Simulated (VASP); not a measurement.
# ZrPbO3 (Pm-3m) in VASP: Born charges and dielectric tensor with LDA

Aim: the Born charges and dielectric tensor of ZrPbO3 with LDA.

All numbers are computed with VASP 6.6.1; they aren't measurements. Logs are shortened: lines on timing, memory, paths and dates and some standing lists are left out, and cuts for length are marked.

### 1 Starting point

Symmetry: Pm-3m, No. 221, cubic system. The conventional cell has a = 4.111 Å, b = 4.111 Å, c = 4.111 Å, α = 90.00°, β = 90.00°, γ = 90.00°. Zr (site symmetry m-3m) has 6 O at 2.06 Å as nearest neighbours. Around Pb (site symmetry m-3m) lie 12 O at 2.91 Å. Around O (site symmetry 4/mmm) lie 2 Zr at 2.06 Å.

The cell is a database's computed one.

### 2 Born charges and dielectric tensor, LDA

Contents of INCAR:

```
SYSTEM = ZrPbO3
  PREC = Accurate
  ENCUT = 600
  EDIFF = 1E-8
  ISMEAR = 0
  SIGMA = 0.02
  LREAL = .False.
  LASPH = .True.
  NELM = 60
  ALGO = Normal
  ISIF = 2
  LWAVE = .False.
  LCHARG = .False.
  GGA = CA
  LEPSILON = .True.
  IBRION = 8
  NSW = 1
```

Contents of KPOINTS:

```
regular mesh
0
Gamma
  6 6 6
  0 0 0
```

Contents of POSCAR:

```
ZrPbO3
1.0
    4.1109300000      0.0000000000      0.0000000000
    0.0000000000      4.1109300000      0.0000000000
    0.0000000000      0.0000000000      4.1109300000
Zr Pb O
1 1 3
Direct
    0.0000000000      0.0000000000      0.0000000000
    0.5000000000      0.5000000000      0.5000000000
    0.5000000000      0.0000000000      0.0000000000
    0.0000000000      0.0000000000      0.5000000000
    0.0000000000      0.5000000000      0.0000000000
```

Potentials or basis: VASP PAW LDA potentials, release 64 (Zr_sv, Pb, O).

The run is started by

```bash
> cat potpaw_LDA.64/Zr_sv/POTCAR potpaw_LDA.64/Pb/POTCAR potpaw_LDA.64/O/POTCAR > POTCAR
> mpirun -np 1 vasp_std > vasp.out
```

OUTCAR:

```text
SYSTEM = ZrPbO3
   PREC = Accurate
   ENCUT = 600
   EDIFF = 1E-8
   ISMEAR = 0
   LREAL = .False.
   LASPH = .True.
   NELM = 60
   ISIF = 2
   GGA = CA
   LEPSILON = .True.
   IBRION = 8
   NSW = 1

 ion  position               nearest neighbor table
   1  0.000  0.000  0.000-   3 2.06   4 2.06   5 2.06   4 2.06   5 2.06   3 2.06   2 3.56   2 3.56
                             2 3.56   2 3.56   2 3.56   2 3.56   2 3.56   2 3.56
   2  0.500  0.500  0.500-   3 2.91   4 2.91   5 2.91   3 2.91   5 2.91   3 2.91   4 2.91   3 2.91
                             4 2.91   5 2.91   5 2.91   4 2.91   1 3.56   1 3.56   1 3.56   1 3.56
   3  0.500  0.000  0.000-   1 2.06   1 2.06   2 2.91   2 2.91   2 2.91   2 2.91
   4  0.000  0.000  0.500-   1 2.06   1 2.06   2 2.91   2 2.91   2 2.91   2 2.91
   5  0.000  0.500  0.000-   1 2.06   1 2.06   2 2.91   2 2.91   2 2.91   2 2.91

  LATTYP: Found a simple cubic cell.
 ALAT       =     4.1109300000

  Lattice vectors:

 A1 = (   4.1109300000,   0.0000000000,   0.0000000000)
 A2 = (   0.0000000000,   4.1109300000,   0.0000000000)
 A3 = (   0.0000000000,   0.0000000000,   4.1109300000)

Analysis of symmetry for initial positions (statically):
=====================================================================
 Subroutine PRICEL returns:
 Original cell was already a primitive cell.

 Routine SETGRP: Setting up the symmetry group for a
 simple cubic supercell.

 Subroutine GETGRP returns: Found 48 space group operations
 (whereof 48 operations were pure point group operations)
 out of a pool of 48 trial point group operations.

The static configuration has the point symmetry O_h .

Analysis of symmetry for dynamics (positions and initial velocities):
=====================================================================
 Subroutine PRICEL returns:
 Original cell was already a primitive cell.

 Routine SETGRP: Setting up the symmetry group for a
 simple cubic supercell.

 Subroutine GETGRP returns: Found 48 space group operations
 (whereof 48 operations were pure point group operations)
 out of a pool of 48 trial point group operations.

The dynamic configuration has the point symmetry O_h .

 Subroutine INISYM returns: Found 48 space group operations
 (whereof 48 operations are pure point group operations),
 and found     1 'primitive' translations

----------------------------------------------------------------------------------------

                                     Primitive cell

  volume of cell :      69.4737

  direct lattice vectors                    reciprocal lattice vectors
     4.110930000  0.000000000  0.000000000     0.243253960  0.000000000  0.000000000
     0.000000000  4.110930000  0.000000000     0.000000000  0.243253960  0.000000000
     0.000000000  0.000000000  4.110930000     0.000000000  0.000000000  0.243253960

  length of vectors
     4.110930000  4.110930000  4.110930000     0.243253960  0.243253960  0.243253960

  position of ions in fractional coordinates (direct lattice)
     0.000000000  0.000000000  0.000000000
     0.500000000  0.500000000  0.500000000
     0.500000000  0.000000000  0.000000000
     0.000000000  0.000000000  0.500000000
     0.000000000  0.500000000  0.000000000

  ion indices of the primitive-cell ions
   primitive index   ion index
                 1           1
                 2           2
                 3           3
                 4           4
                 5           5

----------------------------------------------------------------------------------------

 KPOINTS: regular mesh

Automatic generation of k-mesh.
 Grid dimensions read from file:
[... 651 lines left out ...]
     0.00000  0.00701  0.00000           (  0.00000 -0.00008  0.00000)
     0.00000  0.00000 -0.01282           (  0.00000  0.00000  0.00001)

 PIEZOELECTRIC TENSOR FIELD DIRECTION 3  (C/m^2)
 -----------------------------------------------------------------------------
     0.00162  0.00000  0.00000
     0.00000  0.00162  0.00000
     0.00000  0.00000 -0.00296

[... ionic steps 4 to 9 ...]

--------------------------------------- Ionic step       10  -------------------------------------------

------------------------ aborting loop because EDIFF is reached ----------------------------------------

--------------------------------------- Ionic step       11  -------------------------------------------

 Free energy of the ion-electron system (eV)
  ---------------------------------------------------
  ---------------------------------------------------
  free energy    TOTEN  =        -0.36289937 eV

  energy without entropy =       -0.36289937

------------------------ aborting loop because EDIFF is reached ----------------------------------------

 INTERNAL STRAIN TENSOR  FOR ION    3  DIRECTION 2   (eV/Angst):
 -----------------------------------------------------------------------------
    -0.03730  0.00000  0.00000
     0.00000  0.02347  0.00000
     0.00000  0.00000  0.00500

 MACROSCOPIC STATIC DIELECTRIC TENSOR (including local field effects in DFT)
 ------------------------------------------------------
           6.949747    -0.000000    -0.000000
          -0.000000     6.949747    -0.000000
           0.000000     0.000000     6.949747
 ------------------------------------------------------

 PIEZOELECTRIC TENSOR (including local field effects)  for field in x, y, z        (e  Angst)
          XX          YY          ZZ          XY          YZ          ZX
  --------------------------------------------------------------------------------
  x     0.00000     0.00000     0.00000     0.00000     0.00000     0.00000
  y     0.00000     0.00000     0.00000     0.00000     0.00000     0.00000
  z     0.00000     0.00000     0.00000     0.00000     0.00000     0.00000

 PIEZOELECTRIC TENSOR (including local field effects)  for field in x, y, z        (C/m^2)
          XX          YY          ZZ          XY          YZ          ZX
  --------------------------------------------------------------------------------
  x     0.00000     0.00000     0.00000     0.00000     0.00000     0.00000
  y     0.00000     0.00000     0.00000     0.00000     0.00000     0.00000
  z     0.00000     0.00000     0.00000     0.00000     0.00000     0.00000

 BORN EFFECTIVE CHARGES (including local field effects) (in |e|, cummulative output)
 ---------------------------------------------------------------------------------
 ion    1
    1     5.88658     0.00000     0.00000
    2    -0.00000     5.88658     0.00000
    3     0.00000    -0.00000     5.88658
 ion    2
    1     3.93459     0.00000    -0.00000
    2     0.00000     3.93459     0.00000
    3    -0.00000     0.00000     3.93459
 ion    3
    1    -4.87646    -0.00000    -0.00000
    2    -0.00000    -2.47236     0.00000
    3     0.00000     0.00000    -2.47236
 ion    4
    1    -2.47236     0.00000     0.00000
    2     0.00000    -2.47236     0.00000
    3     0.00000     0.00000    -4.87646
 ion    5
    1    -2.47236    -0.00000     0.00000
    2    -0.00000    -4.87646     0.00000
    3    -0.00000     0.00000    -2.47236

 INTERNAL STRAIN TENSOR FOR ION    5 for displacements in x,y,z  (eV/Angst):
          X           Y           Z          XY          YZ          ZX
  --------------------------------------------------------------------------------
  x     0.00000     0.00000     0.00000     0.00000     0.00000     0.00000
  y     0.00000     0.00000     0.00000     0.00000     0.00000     0.00000
  z     0.00000     0.00000     0.00000     0.00000     0.00000     0.00000

 SECOND DERIVATIVES (NOT SYMMETRIZED)
 ------------------------------------
               1X          1Y          1Z          2X          2Y          2Z          3X          3Y          3Z          4X          4Y          4Z          5X          5Y          5Z
  1X   -11.000223    0.000000    0.000000    2.479556    0.000000    0.000000   10.113927    0.000000   -0.000000   -0.796629    0.000000    0.000000   -0.796629    0.000000    0.000000
  1Y     0.000000  -11.000223    0.000000    0.000000    2.479556    0.000000    0.000000   -0.796629    0.000000   -0.000000   -0.796629    0.000000    0.000000   10.113927   -0.000000
  1Z     0.000000    0.000000  -11.000223    0.000000    0.000000    2.479556    0.000000    0.000000   -0.796629   -0.000000   -0.000000   10.113927    0.000000    0.000000   -0.796629
  2X     2.489410    0.000000    0.000000    1.070699    0.000000    0.000000    0.791342   -0.000000   -0.000000   -2.175726    0.000000   -0.000000   -2.175726   -0.000000    0.000000
  2Y     0.000000    2.489410    0.000000    0.000000    1.070699    0.000000   -0.000000   -2.175726    0.000000    0.000000   -2.175726   -0.000000   -0.000000    0.791342   -0.000000
  2Z    -0.000000   -0.000000    2.489410    0.000000    0.000000    1.070699    0.000000   -0.000000   -2.175726    0.000000    0.000000    0.791342   -0.000000    0.000000   -2.175726
  3X    10.097200    0.000000   -0.000000    0.784308   -0.000000    0.000000  -17.765698   -0.000000    0.000000    3.442095    0.000000    0.000000    3.442095   -0.000000   -0.000000
  3Y     0.000000   -0.816820    0.000000    0.000000   -2.181563    0.000000    0.000000   -0.149621    0.000000    0.000000   -0.294559    0.000000    0.000000    3.442563    0.000000
  3Z     0.000000    0.000000   -0.816820    0.000000    0.000000   -2.181563    0.000000    0.000000   -0.149621    0.000000    0.000000    3.442563    0.000000    0.000000   -0.294559
  4X    -0.816820    0.000000    0.000000   -2.181563    0.000000    0.000000    3.442563    0.000000    0.000000   -0.149621    0.000000    0.000000   -0.294559    0.000000    0.000000
  4Y     0.000000   -0.816820    0.000000    0.000000   -2.181563    0.000000    0.000000   -0.294559    0.000000    0.000000   -0.149621    0.000000    0.000000    3.442563    0.000000
  4Z     0.000000   -0.000000   10.097200    0.000000    0.000000    0.784308    0.000000    0.000000    3.442095    0.000000    0.000000  -17.765698   -0.000000   -0.000000    3.442095
  5X    -0.816820    0.000000    0.000000   -2.181563    0.000000    0.000000    3.442563    0.000000    0.000000   -0.294559    0.000000    0.000000   -0.149621    0.000000    0.000000
  5Y     0.000000   10.097200   -0.000000   -0.000000    0.784308    0.000000   -0.000000    3.442095   -0.000000    0.000000    3.442095    0.000000   -0.000000  -17.765698    0.000000
  5Z     0.000000    0.000000   -0.816820    0.000000    0.000000   -2.181563    0.000000    0.000000   -0.294559    0.000000    0.000000    3.442563    0.000000    0.000000   -0.149621

 Eigenvectors and eigenvalues of the dynamical matrix
 ----------------------------------------------------

   1 f  =   17.491270 THz   109.900890 2PiTHz  583.445959 cm-1    72.338047 meV
             X         Y         Z           dx          dy          dz
      0.000000  0.000000  0.000000     0.226711    0.000311    0.000000
      2.055465  2.055465  2.055465     0.017264    0.000024   -0.000000
      2.055465  0.000000  0.000000    -0.943560    0.000234    0.000000
      0.000000  0.000000  2.055465     0.170289    0.000234    0.000000
      0.000000  2.055465  0.000000     0.170289   -0.001296   -0.000000
[... 105 lines left out ...]
  15 f/i=    4.562350 THz    28.666092 2PiTHz  152.183623 cm-1    18.868356 meV
             X         Y         Z           dx          dy          dz
      0.000000  0.000000  0.000000     0.020505    0.095118    0.103614
      2.055465  2.055465  2.055465    -0.069676   -0.323211   -0.352079
      2.055465  0.000000  0.000000     0.034241    0.393110    0.428221
      0.000000  0.000000  2.055465     0.084745    0.393110    0.173020
      0.000000  2.055465  0.000000     0.084745    0.158833    0.428221

--------------------------------------------------------------------------------------------------------

 MACROSCOPIC STATIC DIELECTRIC TENSOR IONIC CONTRIBUTION
 ------------------------------------------------------
           5.802256     0.000000    -0.000000
           0.000000     5.802256     0.000000
          -0.000000     0.000000     5.802256
 ------------------------------------------------------

 ELASTIC MODULI CONTR FROM IONIC RELAXATION (kBar)
 Direction    XX          YY          ZZ          XY          YZ          ZX
 --------------------------------------------------------------------------------
 XX           0.0000      0.0000      0.0000      0.0000      0.0000      0.0000
 YY           0.0000      0.0000      0.0000      0.0000      0.0000      0.0000
 ZZ           0.0000      0.0000      0.0000      0.0000      0.0000      0.0000
 XY           0.0000      0.0000      0.0000      0.0000      0.0000      0.0000
 YZ           0.0000      0.0000      0.0000      0.0000      0.0000      0.0000
 ZX           0.0000      0.0000      0.0000      0.0000      0.0000      0.0000
 --------------------------------------------------------------------------------

 PIEZOELECTRIC TENSOR IONIC CONTR  for field in x, y, z        (C/m^2)
          XX          YY          ZZ          XY          YZ          ZX
  --------------------------------------------------------------------------------
  x     0.00000     0.00000     0.00000     0.00000     0.00000     0.00000
  y     0.00000     0.00000     0.00000     0.00000     0.00000     0.00000
  z     0.00000     0.00000     0.00000     0.00000     0.00000     0.00000
```

It took 17 min on 1 thread of Intel Xeon Platinum 8259CL at 2.50GHz (Skylake/Cascade Lake), shared host; peak memory 0.48 GiB.

What came out:

```
Band gap on the k mesh                                  : 2.33 eV, direct
Electronic dielectric tensor (diagonal)                 : 6.95
Born charges (mean of the diagonal)                     : Zr +5.89; Pb +3.93; O -3.27 e
Highest phonon frequency at Γ, LO-TO splitting left out : 583 cm⁻¹
Most unstable mode                                      : 152i cm⁻¹
```

Phonon frequencies in cm⁻¹ (negative: imaginary):
```tsv
q point	frequencies
(0.000, 0.000, 0.000)	-152 -152 -152 -50 -50 -50 0 0 0 154 154 154 583 583 583
```

Electronic dielectric tensor:
```
6.95 0.00 0.00
0.00 6.95 0.00
0.00 0.00 6.95
```

Born effective charge tensors (e):
atom 1, Zr
```
5.89 0.00 0.00
0.00 5.89 0.00
0.00 0.00 5.89
```
atom 2, Pb
```
3.93 0.00 0.00
0.00 3.93 0.00
0.00 0.00 3.93
```
atom 3, O
```
-4.88  0.00  0.00
 0.00 -2.47  0.00
 0.00  0.00 -2.47
```
atom 4, O
```
-2.47  0.00  0.00
 0.00 -2.47  0.00
 0.00  0.00 -4.88
```
atom 5, O
```
-2.47  0.00  0.00
 0.00 -4.88  0.00
 0.00  0.00 -2.47
```

Caveat: some modes are imaginary; spin-orbit coupling is left out, which as a rule narrows the gap of such compounds by several tenths of an eV.
